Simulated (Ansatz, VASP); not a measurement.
**Sc in two plane-wave programs**

Aim: how closely do two programs agree when they are given the same cell, functional and k mesh? The structure shown is the end of the Ansatz relaxation below.

Calculated with Ansatz 0.2.0; plane waves, with VASP 6.6.1 beside it; single point at LDA.

**1. Set-up**

The structure is hexagonal, space group P6_3/mmc (No. 194). The conventional cell has a = 3.145 Å, b = 3.145 Å, c = 4.835 Å, α = 90.00°, β = 90.00°, γ = 120.00°. Sc has 12 Sc at 3.02 to 3.15 Å nearest.

**2. Ansatz: relaxation, LDA**

Ansatz runs on its PAW soft_1 files.

This run makes the geometry at which the two programs are then compared.

Contents of input.yaml:

```yaml
crystal:
  lattice:
    - [3.1445456906, 0.0, 0.0]
    - [-1.5722728453, 2.7232564514, 0.0]
    - [0.0, 0.0, 4.8375217129]
  atoms:
    - { symbol: Sc, position: [0.3333333333, 0.6666666667, 0.25] }
    - { symbol: Sc, position: [0.6666666667, 0.3333333333, 0.75] }
kpoints:
  mp_grid: { grid: [15, 15, 8] }
hamiltonian:
  xc: lda
  pseudopotentials: { kind: paw, azcp: { folder: soft_1 }, xc_functional: pbe }
scf:
  occupations: { method: methfessel_paxton, width: 0.2 }
output:
  forces: true
  stress: true
  eigenvalues: true
relax:
  adjacent_minimum: "off"
  f_tol: 0.001
  max_steps: 60
  cell: { stress_tol: 0.01, fix: [volume] }
```

On the command line:

```
$ ansatz run input.yaml --threads 4 --pin off --max-ram 10240MiB --backend cpu --events-out ev --progress --plain --runs-dir out
```

Numbers of over 12 decimals in the logs are rounded to 6 here.

The program printed:

```text
Engine: ansatz 0.2.0, x86_64-unknown-linux-gnu
Pseudopotentials: kind: paw
Pseudopotential: Sc, paw, valence charge 11, recommended cutoff 420 eV (normal), soft_1/Sc.paw.azcp
Functional definition: SPW92
  exchange = slater_x
  correlation = pw_c
Crystal: 2 atoms, lattice volume = 41.426 Å³
Basis set: ecut = 420 eV, 797 PW (Γ)
Bands: 15, of which v1, the nominal top of the filled ones, is band 11 counted from 1 (10 counted from 0)
Symmetry: 24 space group operations
Space group: P63/mmc (ITA 194), of the structure as read, at distance tolerance 3.5e-5 Å
k-points: 135 of 1800
Non-local potential: Sc, projectors of the file, l = 0: 3, l = 1: 2, l = 2: 3, l = 3: 1
PAW form: soft (Blöchl's): semilocal exchange-correlation on the pseudo side does not see the compensation charge
PAW frozen core: Sc, regenerated for the run's functional, and the local potential with it (the file was generated under x = pbe(κ = 0.804, μ = 0.219515), c = pbe(β = 0.066725))
PAW one-centre angular grid: Sc, 590 points (default); XC on 64 Gauss nodes
Initial density: superposition of atomic densities (chi_scale 0.1, normalization cell)
Initial wavefunctions: pseudopotential atomic-orbital guess
Functional: x = slater, c = lda
SCF iter   1: F=—  HF=-4178.080078 eV  |F-HF|=—  |Δ(HF+E_count)|=         —  Δρ=2.45e-2  dr2=2.83e-1  ethr=3.10e-3  ⟨swp⟩=3.1  Hψ=7521  notcnv=0
preconditioner: auto → none  [metal: Δε(μ)=0.003 eV  Ē_g=2.857 eV  σ=0.200 eV  W_gap=0.01  n_scr=8 (ndim 8)  ℏωp=14.1 eV  f_vac=0.000  D(μ)=3.25/eV (n_scr^D=34)  sad-step TF]
SCF iter   2: F=—  HF=-4178.000776 eV  |F-HF|=—  |Δ(HF+E_count)|=   7.93e-2  S|Δr|=    0.00e0  Δρ=1.36e-2  dr2=9.50e-2  ethr=1.29e-3  ⟨swp⟩=2.0  Hψ=3524  notcnv=0  defer=3
SCF iter   3: F=—  HF=-4177.965876 eV  |F-HF|=—  |Δ(HF+E_count)|=   3.49e-2  S|Δr|=    0.00e0  Δρ=9.22e-4  dr2=1.96e-4  ethr=4.32e-4  ⟨swp⟩=3.0  Hψ=3927  notcnv=0  defer=3
SCF iter   4: F=—  HF=-4177.966123 eV  |F-HF|=—  |Δ(HF+E_count)|=   2.47e-4  S|Δr|=    0.00e0  Δρ=7.47e-5  dr2=1.47e-6  ethr=8.89e-7  ⟨swp⟩=2.3  Hψ=2819  notcnv=0  defer=3
SCF iter   5: F=—  HF=-4177.966124 eV  |F-HF|=—  |Δ(HF+E_count)|=   1.35e-6  S|Δr|=    0.00e0  Δρ=1.13e-5  dr2=4.65e-8  ethr=4.55e-10  ⟨swp⟩=5.2  Hψ=8307  notcnv=0
SCF iter   6: F=-4177.966124 eV  HF=-4177.966124 eV  |F-HF|=1.86e-10  |Δ(HF+E_count)|=   1.82e-8  S|Δr|=    0.00e0  Δρ=1.34e-6  dr2=4.49e-10  ethr=2.11e-10  ⟨swp⟩=1.0  Hψ=6248  notcnv=0
SCF 1 converged in 6 iterations: F = -4177.966124 eV  dr2 = 4.49e-10
  greatest PAW one-centre occupation: 0.998 electrons in one spin orbital (limit 2), on the Sc atom at site 1 (counted from 0), in its partial waves of l = 0
relax step   1: F+E_penalty+E_count = -4177.96612412 eV  Δ(F+E_penalty+E_count) = +0.000e0 eV  max|allowed force component| = 1.665e-16 eV/Å  Δτ_max = 0.0000 Å  P = +5.864 GPa  Ω = 41.426 Å³  fix = [volume]  reactions: volume +5.864 GPa  (6 SCF iters, dr2 threshold 1.00e-7 eV, accepted)
[...]
relax step   2: F+E_penalty+E_count = -4177.96612965 eV  Δ(F+E_penalty+E_count) = -5.532e-6 eV  max|allowed force component| = 3.516e-16 eV/Å  Δτ_max = 0.0000 Å  P = +5.863 GPa  Ω = 41.426 Å³  energy of the carried Pulay correction = -1.250e-7 eV  fix = [volume]  reactions: volume +5.863 GPa  (3 SCF iters, dr2 threshold 6.41e-9 eV, accepted)
[...]
relax step   3: F+E_penalty+E_count = -4177.96612978 eV  Δ(F+E_penalty+E_count) = -1.319e-7 eV  max|allowed force component| = 3.238e-16 eV/Å  Δτ_max = 0.0000 Å  P = +5.863 GPa  Ω = 41.426 Å³  fix = [volume]  reactions: volume +5.863 GPa  stress off target by 2.92e-3 GPa on what of the cell is left free  SCF on the basis re-selected at this cell (its energy is not comparable with the rows above)  (3 SCF iters)
basis re-selected at this cell: Δ(F+E_penalty+E_count) = -1.319e-7 eV, ΔP = -0.000 GPa vs the last step (what re-selecting the basis moved, of the pressure what is left beyond the Pulay correction that the steps carried, after the strain that the cell walked since its last selection, with what the two solves' SCF thresholds leave and, on support functions, any second-order correction that the steps lacked; it is no m [...]
SCF converged after 3 iterations
Stability not checked: this state was not tested for a lower state beside it, because cold or Methfessel-Paxton smearing, or corrected tetrahedra, fill the levels in a way that the test cannot read (fill_not_monotonic; see scf.lower_state_search)
Free energy (F): -4177.966130 eV
Harris-Foulkes:  -4177.966130 eV  (|F-HF|=1.82e-12)
Internal energy: -4177.966433 eV  (E = F + TS)
E sigma→0 (E₀):  -4177.966205 eV
Entropy (-TS):   0.000303 eV (0.151 meV/atom)
Fermi energy:    10.937732 eV
--- Per-component energies (eV) ---
  E_band       = -289.075494
  E_kinetic    = 419.572608
  E_local      = -1555.918081  (includes V_loc(G=0)·N_el)
  E_nonlocal   = 293.807906
  E_hartree    = 556.713545
  E_xc         = -170.948793
  E_vxc        = -211.533254  (∫ρ·V_xc dr)
  E_paw        = -1890.358289  (= ΣΔE_a)
  E_vpaw       = -348.431810  (= ΣTr[D̂ρ^β])
  E_aug_tail   = 0.000056  (compensation charges beyond the density's cutoff)
  E_ewald      = -1831.445231
  E_core_change = 0.609846  (= ΣΔE_core)
  E_smearing   = 0.000303  (= −TS)
  E_closure    = -0.000000  (closes the sum)
  Σ components = -4177.966130   (vs F -4177.966130, Δ=0.00e0)
--- Forces (eV/Å), atoms counted from 1 ---
  atom   1  Sc     0.00000000    -0.00000000     0.00000000
  atom   2  Sc    -0.00000000     0.00000000    -0.00000000
  max |Σ_I F_I| component: 1.85e-17 eV/Å
--- Stress (GPa, compression-positive) ---
        5.864178       0.000000       0.000000
        0.000000       5.864178      -0.000000
        0.000000      -0.000000       5.859792
  P = ⅓ Tr σ = 5.8627 GPa (58.627 kbar)
--- Band table (eV; the first three rows and the last of 135) ---
  k-point 0: bands = [... 7 lower, -16.0540, 5.6032, 9.0587, 12.2525, 12.6608, 12.6608, 13.0991, 13.2552]
  k-point 1: bands = [... 7 lower, -16.0866, 5.7304, 8.9792, 12.1005, 12.5822, 12.5822, 13.0093, 13.1640]
  k-point 2: bands = [... 7 lower, -16.1304, 6.0997, 8.6802, 11.8605, 12.4757, 12.4757, 12.7600, 12.9496]
  k-point 134: bands = [... 7 lower, -16.1812, 10.4476, 10.4476, 10.7200, 10.7200, 11.4071, 11.4071, 13.6932]
--- Relaxed structure (2 steps of the walk, 2 accepted, 1 SCFs on fresh bases) ---
  F+E_penalty+E_count = -4177.96612978 eV   max|allowed force component| = 3.238e-16 eV/Å   (the final SCF, on the basis selected at the relaxed cell)
  cell:  # Å, volume = 41.4257 Å³
    - [3.145403, 0, 0]
    - [-1.572701, 2.723999, 0]
    - [0, 0, 4.834885]
  atoms:
    - { symbol: Sc, position: [0.333333, 0.666667, 0.250000] }
    - { symbol: Sc, position: [0.666667, 0.333333, 0.750000] }
```

The column dr2 measures how far the density is from self-consistency, as an energy; F and HF (Harris–Foulkes) agree once it is small.

**3. VASP: single point, LDA, pair 1**

The same cell, functional (in two slightly different forms), mesh and smearing now go to VASP, with its own data sets.

Lines of VASP's logs that name or quote its potential files are left out, and so is its time.

Contents of INCAR:

```
SYSTEM = Sc
PREC = Accurate
ENCUT = 500
EDIFF = 1E-06
NELM = 120
ISMEAR = 1
SIGMA = 0.2
LREAL = .FALSE.
ALGO = Normal
GGA = CA
NBANDS = 17
LASPH = .TRUE.
LORBIT = 11
LWAVE = .FALSE.
LCHARG = .FALSE.
ISIF = 2
GGA_COMPAT = .FALSE.
KPAR = 2
```

Contents of POSCAR:

```
Sc
1.0
    3.1454029232      0.0000000000      0.0000000000
   -1.5727014616      2.7239988367      0.0000000000
    0.0000000000      0.0000000000      4.8348852835
Sc
2
Direct
    0.3333333333      0.6666666667      0.2500000000
    0.6666666667      0.3333333333      0.7500000000
```

Contents of KPOINTS:

```
Automatic mesh
0
Gamma
15 15 8
0 0 0
```

PAW data sets: Sc_sv (LDA family, release 64).

On the command line:

```
$ mpirun -np 2 vasp_std
```

The program printed:

```text
[banner, memory and clock lines left out]
running    2 mpi-ranks, on    1 nodes
 distrk:  each k-point on    1 cores,    2 groups
 distr:  one band on    1 cores,    1 groups

 POSCAR found type information on POSCAR Sc
 POSCAR found :  1 types and       2 ions
 LDA part: xc-table for (Slater(with rela. corr.)+CA(PZ))
 , standard interpolation
 POSCAR, INCAR and KPOINTS ok, starting setup
 FFT: planning ... GRIDC
 FFT: planning ... GRID_SOFT
 FFT: planning ... GRID
 WAVECAR not read
 entering main loop
       N       E                     dE             d eps       ncg     rms          rms(c)
DAV:   1     0.351205416959E+03    0.35121E+03   -0.10795E+04  4646   0.142E+03
DAV:   2     0.467792136630E+01   -0.34653E+03   -0.34090E+03  5886   0.590E+02
DAV:   3    -0.142138476715E+02   -0.18892E+02   -0.18257E+02  7684   0.178E+02
DAV:   4    -0.145364491964E+02   -0.32260E+00   -0.31996E+00  6506   0.192E+01
DAV:   5    -0.145409424236E+02   -0.44932E-02   -0.44890E-02  7876   0.250E+00    0.922E+00
DAV:   6    -0.135472169311E+02    0.99373E+00   -0.21253E+00  5961   0.187E+01    0.295E+00
DAV:   7    -0.133959125586E+02    0.15130E+00   -0.54716E-01  6190   0.864E+00    0.676E-01
DAV:   8    -0.133832212036E+02    0.12691E-01   -0.20756E-02  6847   0.204E+00    0.187E-01
DAV:   9    -0.133827720915E+02    0.44911E-03   -0.29839E-03  6402   0.641E-01    0.177E-02
DAV:  10    -0.133827908402E+02   -0.18749E-04   -0.63576E-05  7376   0.119E-01    0.363E-03
DAV:  11    -0.133827913012E+02   -0.46101E-06   -0.78405E-07  4426   0.112E-02
   1 F= -.13382791E+02 E0= -.13382903E+02  d E =0.334141E-03
```

Parts of OUTCAR (step 3):

```text
ion  position               nearest neighbor table
   1  0.333  0.667  0.250-   2 3.02   2 3.02   2 3.02   2 3.02   2 3.02   2 3.02
   2  0.667  0.333  0.750-   1 3.02   1 3.02   1 3.02   1 3.02   1 3.02   1 3.02

  LATTYP: Found a hexagonal cell.
 ALAT       =     3.1454029232
 C/A-ratio  =     1.5371274846

 Subroutine GETGRP returns: Found 24 space group operations
 (whereof 12 operations were pure point group operations)

The static configuration has the point symmetry D_3d.
 The point group associated with its full space group is D_6h.

 Found    135 irreducible k-points:

   k-points           NKPTS =    135   k-points in BZ     NKDIM =    135   number of bands    NBANDS=     17

   dimension x,y,z NGX =    24 NGY =   24 NGZ =   36
   dimension x,y,z NGXF=    48 NGYF=   48 NGZF=   72

   ENCUT  =  500.0 eV  36.75 Ry    6.06 a.u.   5.73  5.73  8.82*2*pi/ulx,y,z

   NELECT =      22.0000    total number of electrons

 k-points in reciprocal lattice and weights: Automatic mesh
   0.00000000  0.00000000  0.00000000       0.001
   0.06666667  0.00000000  0.00000000       0.003
   0.13333333  0.00000000  0.00000000       0.003
   0.20000000 -0.00000000  0.00000000       0.003
   0.26666667  0.00000000  0.00000000       0.003
   0.33333333  0.00000000  0.00000000       0.003
   0.40000000  0.00000000  0.00000000       0.003
   0.46666667 -0.00000000  0.00000000       0.003
   0.06666667  0.06666667  0.00000000       0.003
[...]
0.33333333  0.26666667  0.50000000       0.007
   0.33333333  0.33333333  0.50000000       0.001

 average (electrostatic) potential at core
       1 -45.6260       2 -45.6260

 E-fermi :   4.5290

 k-point     1 :       0.0000    0.0000    0.0000
  band No.  band energies     occupation
    ...
      6     -22.4866      2.00000
      7     -22.4866      2.00000
      8     -22.4294      2.00000
      9      -0.8086      2.00000
     10       2.6455      2.00000
     11       5.8549     -0.00000
     12       6.2491     -0.00000
     13       6.2491     -0.00000
     14       6.6873     -0.00000
     15       6.8444     -0.00000
    ...

 k-point     2 :       0.0667    0.0000    0.0000
  band No.  band energies     occupation
    ...
      6     -22.5079      2.00000
      7     -22.4887      2.00000
      8     -22.4346      2.00000
      9      -0.6949      2.00000
     10       2.7383      2.00000
     11       5.6901     -0.00000
     12       6.0298     -0.00000
     13       6.3367     -0.00000
     14       6.7668     -0.00000
     15       6.8512     -0.00000
    ...

 k-point     3 :       0.1333    0.0000    0.0000
  band No.  band energies     occupation
    ...
      6     -22.5670      2.00000
      7     -22.4952      2.00000
      8     -22.4502      2.00000
      9      -0.3630      2.00000
     10       2.9948      2.00000
     11       5.2911     -0.00000
     12       5.6236     -0.00000
     13       6.5777     -0.00000
     14       6.5939     -0.00000
     15       6.8376     -0.00000
    ...

  Total        1.5473768      1.5473768      1.5499145      0.0000000     -0.0000000     -0.0000000
  in kB       59.8462965     59.8462965     59.9444459      0.0000000     -0.0000000     -0.0000000
  external PRESSURE =      59.8790130 kB  Pullay stress =       0.0000000 kB

  energy-cutoff  :      500.00
  volume of cell :       41.43
      direct lattice vectors                 reciprocal lattice vectors
     3.145402923  0.000000000  0.000000000     0.317924293  0.183553676  0.000000000
    -1.572701462  2.723998837  0.000000000     0.000000000  0.367107352  0.000000000
     0.000000000  0.000000000  4.834885284     0.000000000  0.000000000  0.206830140

 POSITION                                       TOTAL-FORCE (eV/Angst)
 -----------------------------------------------------------------------------------
     -0.00000      1.81600      1.20872        -0.000000      0.000000      0.000000
      1.57270      0.90800      3.62616         0.000000     -0.000000      0.000000
 -----------------------------------------------------------------------------------
    total drift:                               -0.000000      0.000000     -0.000000

  FREE ENERGIE OF THE ION-ELECTRON SYSTEM (eV)
  ---------------------------------------------------
  free  energy   TOTEN  =       -13.3827913012 eV

  energy  without entropy=      -13.3831254424  energy(sigma->0) =      -13.38290268

 total charge
# of ion       s       p       d       tot
------------------------------------------
    1        2.317   6.124   1.165   9.606
    2        2.317   6.124   1.165   9.606
--------------------------------------------------
tot          4.633  12.249   2.330  19.212

[... 3 further parts left out ...]
```

The run ends at a pressure of 5.99 GPa.

**4. Side by side**

Known differences besides the potentials themselves: the two LDA forms differ slightly; the cutoff is 420 eV in Ansatz and 500 eV in VASP; VASP's log shows a relativistic correction to its local exchange, Ansatz's none; Ansatz's pressure holds a Pulay correction, VASP's none. Total energies have different zeros and are not compared.

Compared:

```csv
quantity,Ansatz,VASP,difference
pressure (GPa),5.86,5.99,-0.13
```

**5. Ansatz: relaxation, LDA**

This run makes the geometry at which the two programs are then compared. The cell compared in this pair holds 40.53 Å³, against 41.43 Å³ for the pair before.

The structure compared here is the end of the Ansatz relaxation.

input.yaml: that of step 2 with these lines changed.

```diff
@@ -2,5 +2,5 @@
   lattice:
-    - [3.1445456906, 0.0, 0.0]
-    - [-1.5722728453, 2.7232564514, 0.0]
-    - [0.0, 0.0, 4.8375217129]
+    - [3.1224429593, 0.0, 0.0]
+    - [-1.5612214797, 2.7041149246, 0.0]
+    - [0.0, 0.0, 4.7995928919]
   atoms:
```

On the command line:

```
$ ansatz run input.yaml --threads 4 --pin off --max-ram 10240MiB --backend cpu --events-out ev --progress --plain --runs-dir out
```

The program printed:

```text
[...]
Crystal: 2 atoms, lattice volume = 40.525 Å³
Basis set: ecut = 420 eV, 785 PW (Γ)
Bands: 15, of which v1, the nominal top of the filled ones, is band 11 counted from 1 (10 counted from 0)
Symmetry: 24 space group operations
[...]
k-points: 135 of 1800
[...]
k-point 134: bands = [... 7 lower, -15.8254, 10.7231, 10.7231, 10.9992, 10.9992, 11.7242, 11.7242, 14.0332]
--- Relaxed structure (2 steps of the walk, 2 accepted, 1 SCFs on fresh bases) ---
[...]
cell:  # Å, volume = 40.5251 Å³
    - [3.123185, 2.8874389877328298e-11, 0.0]
    - [-1.561593, 2.704758, 0.0]
    - [0.0, 0.0, 4.797312]
  atoms:
    - { symbol: Sc, position: [0.333333, 0.666667, 0.25] }
    - { symbol: Sc, position: [0.666667, 0.333333, 0.750000] }
[key lines of the parts left out:]
SCF converged after 3 iterations
Free energy (F): -4177.928176 eV
Fermi energy:    11.225354 eV
P = ⅓ Tr σ = 7.6674 GPa (76.674 kbar)
```

**6. VASP: single point, LDA, pair 2**

The same cell, functional (in two slightly different forms), mesh and smearing now go to VASP, with its own data sets.

INCAR is that of step 3.

Contents of POSCAR:

```
Sc
1.0
    3.1231851696      0.0000000000      0.0000000000
   -1.5615925848      2.7047576976      0.0000000000
    0.0000000000      0.0000000000      4.7973119615
Sc
2
Direct
    0.3333333333      0.6666666667      0.2500000000
    0.6666666667      0.3333333333      0.7500000000
```

KPOINTS is that of step 3.

On the command line:

```
$ mpirun -np 2 vasp_std
```

The program printed:

```text
[... set-up lines as in an earlier step ...]
 entering main loop
       N       E                     dE             d eps       ncg     rms          rms(c)
DAV:   1     0.350561626087E+03    0.35056E+03   -0.10835E+04  4614   0.143E+03
DAV:   2     0.495706133621E+01   -0.34560E+03   -0.33960E+03  5918   0.595E+02
DAV:   3    -0.141399880808E+02   -0.19097E+02   -0.18281E+02  7596   0.174E+02
DAV:   4    -0.144648364610E+02   -0.32485E+00   -0.32265E+00  6745   0.208E+01
[...]
DAV:   9    -0.133436051203E+02    0.38929E-03   -0.26241E-03  6422   0.609E-01    0.174E-02
DAV:  10    -0.133436228872E+02   -0.17767E-04   -0.59612E-05  7347   0.116E-01    0.352E-03
DAV:  11    -0.133436233226E+02   -0.43546E-06   -0.73771E-07  4276   0.113E-02
   1 F= -.13343623E+02 E0= -.13343839E+02  d E =0.648256E-03
```

(Part 1 of 2 ends here.)

[Lines on the potential files, build, host, timing and source positions are cut from VASP's logs without a mark.]

[Logs are printed without paths, hosts, clocks, repeated set-up lines and the standing remarks that a program may print on its own settings, such as how far it seeks lower states.]

[Hosts, paths, dates, database ids (printed as entryN), source tags and the programs' standing remarks are cut or masked in the printed files.]
